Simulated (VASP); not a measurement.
Be12H2S, 15 atoms in the cell. The cell holds a slab with vacuum, 15 atoms: a = 4.580 Å, b = 4.580 Å, c = 15.588 Å, α = 90.00°, β = 90.00°, γ = 60.00°. The cell was built by a generator and needn't be a form met in nature.

```yaml
Program: VASP 6.6.1
Task: single point
Functional: PBEsol
Potentials_or_basis: VASP PAW PBE potentials, release 64 (Be, S, H)
Cutoff: 520 eV
k_mesh: 4 × 4 × 1
Occupations: gaussian, width 0.15 eV
Spin: no spin polarisation
Dipole_correction: no
Further_INCAR_settings: LREAL = Auto; ALGO = Normal; EDIFF = 1e-07; NBANDS = 29
```

Potentials or basis: VASP PAW PBE potentials, release 64 (Be, S, H).

Command:

```sh
$ cat potpaw_PBE.64/Be/POTCAR potpaw_PBE.64/S/POTCAR potpaw_PBE.64/H/POTCAR > POTCAR
$ mpirun -np 1 vasp_std > vasp.out
```

Hardware: 1 thread of AMD EPYC 9R45 96-Core Processor (Zen 5), with other jobs on the host.

**Question.** Estimate the wall time of this run.

**Answer.** It took 2.5 min on 1 thread of AMD EPYC 9R45 96-Core Processor (Zen 5), with other jobs on the host, peak memory 0.35 GiB. Counts: scf iterations 23, k points 10.
